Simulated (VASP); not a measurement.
Here is a VASP 6.6.1 calculation.

Contents of INCAR:

```
SYSTEM = BeCr3
ALGO = Normal
EDIFF = 1E-6
EDIFFG = -0.02
ENCUT = 600
GGA = PS
IBRION = 2
ISIF = 3
ISMEAR = -1
ISPIN = 2
LASPH = .TRUE.
LCHARG = .FALSE.
LDAU = .TRUE.
LDAUJ = 0 0
LDAUL = 2 -1
LDAUPRINT = 1
LDAUTYPE = 2
LDAUU = 5 0
LMAXMIX = 4
LORBIT = 11
LREAL = .FALSE.
LWAVE = .FALSE.
MAGMOM = 3 3 3 0
NELM = 150
NSW = 40
PREC = Accurate
SIGMA = 0.05
```

KPOINTS

```
k-points
0
G
  6 6 6
  0 0 0
```

POSCAR

```
BeCr3
1.0
    3.5112140000      0.0000000000      0.0000000000
    0.0000000000      3.5112140000      0.0000000000
    0.0000000000      0.0000000000      3.5112140000
Cr Be
3 1
Direct
    0.5000000000      0.5000000000      0.0000000000
    0.5000000000      0.0000000000      0.5000000000
    0.0000000000      0.5000000000      0.5000000000
    0.0000000000      0.0000000000      0.0000000000
```

Potentials or basis: VASP PAW PBE potentials, release 64 (Cr_pv, Be).

Command:

```bash
$ cat potpaw_PBE.64/Cr_pv/POTCAR potpaw_PBE.64/Be/POTCAR > POTCAR
$ mpirun -np 1 vasp_std > vasp.out
```

What does it give for the net moment?

13.84 μB per cell.

What does it give for the site moments?

Cr +4.20; Be -0.13 μB.

Estimate the relaxed volume.

16.95 Å³/atom.

Final structure:
```xyz
4
Lattice="4.0776 0.0000 0.0000 0.0000 4.0776 0.0000 0.0000 0.0000 4.0776" Properties=species:S:1:pos:R:3 pbc="T T T"
Cr    2.0388    2.0388    4.0776
Cr    2.0388    0.0000    2.0388
Cr    0.0000    2.0388    2.0388
Be    4.0776    4.0776    4.0776
```

Caveat: the electronic state changed during the relaxation; the volume moved by over 15 % at a fixed basis, so the end points are rough; the PAW data sets were made with another functional, which shifts forces and pressure a little; the U is typed as a test and isn't derived for this compound. The state reached can hang on the start; a lower one may exist.
